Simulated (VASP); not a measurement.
Re (hcp) is relaxed at rising pressure, each step from the one before. Symmetry mostly holds the structure type, and other phases were not tried. The mesh follows the cell, and a change of mesh leaves a small step in the series.

Here is the system:

```cif
data_Re2
_chemical_formula_sum 'Re2'
_space_group_name_H-M_alt 'P63/mmc'
_space_group_IT_number 194
_space_group_name_Hall '-P 6c 2c'
_cell_length_a 2.74782
_cell_length_b 2.74782
_cell_length_c 4.45099
_cell_angle_alpha 90.000
_cell_angle_beta 90.000
_cell_angle_gamma 120.000
loop_
_atom_site_label
_atom_site_type_symbol
_atom_site_symmetry_multiplicity
_atom_site_Wyckoff_symbol
_atom_site_fract_x
_atom_site_fract_y
_atom_site_fract_z
_atom_site_occupancy
Re1 Re 2 c 0.33333 0.66667 0.25000 1
```

Computed with PBEsol GGA, VASP's PBE PAW potentials (set 64) (plane waves; VASP). Numerical set-up: 500 eV cut-off, 15×15×8 Γ-centred mesh, first-order Methfessel-Paxton smearing of 0.10 eV, potentials Re.

Unless said otherwise, spin-orbit coupling is left out, though it shifts the bands of the heavy elements here.

| P (GPa) | V (Å³/atom) | H − H(0) (eV/atom) | space group | gap on the mesh (eV) | k-mesh |
|---|---|---|---|---|---|
| 0 | 14.55 | 0.000 | P6_3/mmc | 0.00 | 15×15×8 |
| 5 | ? | ? | P6_3/mmc | 0.00 | 15×15×8 |
| 10 | 14.22 | 0.898 | P6_3/mmc | 0.00 | 15×15×8 |
| 20 | 13.92 | 1.776 | P6_3/mmc | 0.00 | 15×15×8 |
| 30 | ? | ? | P6_3/mmc | 0.00 | 15×15×9 |
| 45 | 13.28 | 3.896 | P6_3/mmc | 0.00 | 16×16×9 |

### Question
Some entries are withheld; supply them.

### Answer

- 30, V (Å³/atom): 13.64
- 30, H − H(0) (eV/atom): 2.635
- 5, V (Å³/atom): 14.39
- 5, H − H(0) (eV/atom): 0.452

Pressures at which the relaxation failed are left out.

The compound is Re in the hcp structure.
